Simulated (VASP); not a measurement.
Ni₃Al (L1_2) is relaxed at rising pressure, each step from the one before. Symmetry mostly holds the structure type, and other phases were not tried. The mesh follows the cell, and a change of mesh leaves a small step in the series.

Input:

```xyz
4
Lattice="3.4794 0.0000 0.0000 0.0000 3.4794 0.0000 0.0000 0.0000 3.4794" Properties=species:S:1:pos:R:3 pbc="T T T"
Al     0.0000     0.0000     0.0000
Ni     0.0000     1.7397     1.7397
Ni     1.7397     0.0000     1.7397
Ni     1.7397     1.7397     0.0000
```
Starting moments (μB, in the order of the record's atoms Al Ni Ni Ni): 0.0 0.2 0.2 0.2.

Computed with LDA (Ceperley-Alder, Perdew-Zunger), VASP's LDA PAW potentials (set 64) (plane waves; VASP). Settings: 500 eV cut-off, 9×9×9 Γ-centred mesh, first-order Methfessel-Paxton smearing of 0.10 eV, potentials Al Ni.

```tsv
P (GPa)	V (Å³/atom)	H − H(0) (eV/atom)	space group	gap on the mesh (eV)	k-mesh
0	10.53	0.000	Pm-3m	0.00	9×9×9
5	10.32	0.325	Pm-3m	0.00	9×9×9
10	10.12	0.644	Pm-3m	0.00	9×9×9
20	9.78	1.265	Pm-3m	0.00	9×9×9
30	9.49	1.865	Pm-3m	0.00	9×9×9
45	9.12	2.735	Pm-3m	0.00	9×9×9
```

Pressures at which the relaxation failed are left out.

The compound is Ni3Al in the L1_2 structure.
